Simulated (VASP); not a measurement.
# GW on InSe, part 3 of 3

How does the gap of InSe change from the starting functional to GW? The cell has space group R3m. The start is a cell from a database of measured crystal structures.

VASP 6.6.1, plane waves and PAW; the level of theory is named at each step.

So far, quasiparticle gap on the mesh (eV): step 4 (G0W0, k-mesh 4×4×4) 1.24. Also gap on the k-mesh (eV): step 3 (empty bands, k-mesh 4×4×4) 0.786; step 5 (ground state, k-mesh 6×6×6) 0.789.

## (7) G0W0, k-mesh 6×6×6

This step: G0W0 on r2SCAN; plane waves and PAW (In_d_GW, Se_GW) (VASP 6.6.1).

The mesh goes to 6×6×6.

INCAR reads:

```
SYSTEM = InSe
PREC = Accurate
ENCUT = 300
ISMEAR = 0
SIGMA = 0.01
LREAL = .FALSE.
METAGGA = R2SCAN
LASPH = .TRUE.
NBANDS = 264
ALGO = EVGW0
NELMGW = 1
ENCUTGW = 100
NOMEGA = 48
PRECFOCK = Fast
NBANDSGW = 32
LWAVE = .FALSE.
LCHARG = .FALSE.
```

POSCAR reads:

```
InSe
1.0
    2.0000000000      1.1547005384      8.3166666667
   -2.0000000000      1.1547005384      8.3166666667
    0.0000000000     -2.3094010768      8.3166666667
In Se
2 2
Direct
    0.0000000000      0.0000000000      0.0000000000
    0.1122000000      0.1122000000      0.1122000000
    0.6155000000      0.6155000000      0.6155000000
    0.8300000000      0.8300000000      0.8300000000
```

KPOINTS reads:

```
Automatic mesh
0
Gamma
6 6 6
0 0 0
```

PAW data sets: In_d_GW and Se_GW (PBE family, release 64).

Started as:

```
> mpirun -np 8 vasp_std
```

What it wrote:

```text
[banner, memory and clock lines left out]
running    8 mpi-ranks, on    1 nodes
[...]
[... a notice as in an earlier step ...]

 [... a notice as in an earlier step ...]

 [... a notice as in an earlier step ...]

 LDA part: xc-table for (None), standard interpolation
 found WAVECAR, reading the header
 POSCAR, INCAR and KPOINTS ok, starting setup
[...]
reading WAVECAR
 the WAVECAR file was read successfully
 initial charge from wavefunction
 available memory per node:     33.31 GB, setting MAXMEM to     34107

 The Fermi energy was updated, please check that it is located mid-gap
 values below the HOMO (VB) or above the LUMO (CB) will cause erroneous energies
 E-fermi :   3.4876

 calculate exact exchange contribution
 the WAVEDER file was read successfully
energies w=
    0.000    0.000    0.342    0.000    0.683    0.000    1.021    0.000
    1.355    0.000    1.685    0.000    2.008    0.000    2.326    0.000
    2.638    0.000    2.944    0.000    3.245    0.000    3.541    0.000
[...]
total number of BLAS operations      67747.18 Gflops
NQ=  28    0.5000    0.3333    0.3333,
|.........|.........|.........|.........|.........|.........|.........|.........
 performed     127768000 updates of chi_q(r,r)
 total number of BLAS operations      70253.12 Gflops
NQ=  29   -0.3333    0.3333    0.3333,
|.........|.........|.........|.........|.........|.........|.........|.........
 performed     132195000 updates of chi_q(r,r)
 total number of BLAS operations      72665.75 Gflops
NQ=  30    0.5000    0.5000    0.3333,
|.........|.........|.........|.........|.........|.........|.........|.........
 performed     136622000 updates of chi_q(r,r)
 total number of BLAS operations      75134.15 Gflops
NQ=  31   -0.3333    0.5000    0.3333,
|.........|.........|.........|.........|.........|.........|.........|.........
 performed     141471000 updates of chi_q(r,r)
 total number of BLAS operations      77879.19 Gflops
NQ=  32    0.5000    0.5000    0.5000,
|.........|.........|.........|.........|.........|.........|.........|.........
 performed     144022000 updates of chi_q(r,r)
 total number of BLAS operations      79323.54 Gflops
 resolving degeneracies of screened two electron integrals

 calculate QP shifts <psi_nk| G(iteration)W_0 |psi_nk>: iteration 1
 entering main loop
```

Wall time 56 min (8 MPI ranks of Intel Xeon 6975P-C (Granite Rapids), shared host); peak memory 5.2 GiB.

From OUTCAR (step 7):

```text
 QP shifts <psi_nk| G(iteration)W_0 |psi_nk>: iteration 1
 for sc-GW calculations column KS-energies equals QP-energies in previous step
 and V_xc(KS)=  KS-energies - (<T + V_ion + V_H > + <T+V_H+V_ion>^1  + <V_x>^1)
 k-point   1 :       0.0000    0.0000    0.0000
  band No.  KS-energies  QP-energies   sigma(KS)   V_xc(KS)     V^pw_x(r,r')   Z            occupation Imag(sigma)
    ...
     16       1.6528       1.3689     -13.0177     -12.6408     -14.7289       0.7531       2.0000       0.1076
     17       1.6528       1.3689     -13.0177     -12.6408     -14.7289       0.7531       2.0000       0.1076
     18       1.7845       1.4999     -13.0512     -12.6739     -14.6923       0.7545       2.0000       0.1072
     19       1.7845       1.4999     -13.0512     -12.6739     -14.6923       0.7545       2.0000       0.1072
     20       5.1736       5.4808     -10.7925     -11.1896      -7.3640       0.7738       0.0000      -0.0008
     21       5.6323       5.7619      -9.4879      -9.6514      -5.7461       0.7923       0.0000      -0.0116
     22       7.7620       8.0083      -9.3890      -9.7096      -5.1560       0.7682       0.0000      -0.0423
     23       7.7620       8.0083      -9.3890      -9.7096      -5.1560       0.7682       0.0000      -0.0423
    ...

[... 1 part as in an earlier step ...]

[... 2 further parts left out ...]
[key lines of the parts left out:]
E-fermi :   3.4876
```

This step gave:

- quasiparticle gap on the mesh: 1.258 eV
- smallest direct quasiparticle gap on the mesh: 1.258 eV
- gap of the starting orbitals on the mesh: 0.7895 eV

The gap is now 1.258 eV, +20 meV against the GW run before. Spin-orbit coupling is left out.

## (8) Summary

This step: GW series: G0W0 on r2SCAN; plane waves and PAW (VASP 6.6.1).

No new run; the numbers come from the runs before.

Cost is wall time times ranks on a shared host, with the step that makes the empty bands. GW runs:

| level | bands | ENCUTGW (eV) | NOMEGA | k mesh | starting gap (eV) | quasiparticle gap (eV) | direct gap (eV) | cost (core minutes) |
| --- | --- | --- | --- | --- | --- | --- | --- | --- |
| G0W0 | 264 | 100 | 48 | 4x4x4 | 0.7865 | 1.239 | 1.239 | 70.55 |
| G0W0 | 264 | 100 | 48 | 6x6x6 | 0.7895 | 1.258 | 1.258 | 466.1 |

## (9) Summary of results

| Quantity | Value |
| --- | --- |
| G0W0 on r2SCAN, 264 bands, ENCUTGW 100 eV, NOMEGA 48, mesh 4×4×4 | 0.786 → 1.239 eV |
| G0W0 on r2SCAN, 264 bands, ENCUTGW 100 eV, NOMEGA 48, mesh 6×6×6 | 0.789 → 1.258 eV |

**Reading.** G0W0 gives a quasiparticle gap of 1.258 eV on the mesh, 0.47 eV over the r2SCAN gap on the same mesh. On mesh and path the starting valence top lies at (0.5, 0.5, 0.5) and the conduction bottom at (0.5, 0.5, 0.5), so the starting gap is direct. Both points lie on the GW mesh. Every mesh holds the starting band edges. Bands and response cutoff weren't varied. In In_d_GW the d shell is in the valence without all the semicore s and p states of the same shell; those stay frozen in the core, and how far that moves the GW gap wasn't tested here. Spin-orbit coupling is left out; with In and Se in the cell it can split or shift band edges, by an amount that depends on which atoms form them and isn't tested here. Not tabulated here, as repeats of values shown or as unfit to read for their mesh, reference level or band range: eps2 curves (empty bands); eps1 curves and static values (empty bands); gaps (empty bands).

[Lines on the potential files, build, host, timing and source positions are cut from VASP's logs without a mark.]

[Logs are printed without paths, hosts, clocks, repeated set-up lines and the standing remarks that a program may print on its own settings, such as how far it seeks lower states.]

[Hosts, paths, dates, database ids (printed as entryN), source tags and the programs' standing remarks are cut or masked in the printed files.]

[Pressures printed for these runs are not shown converged in the cutoff: they can be off by several GPa and have the wrong sign.]
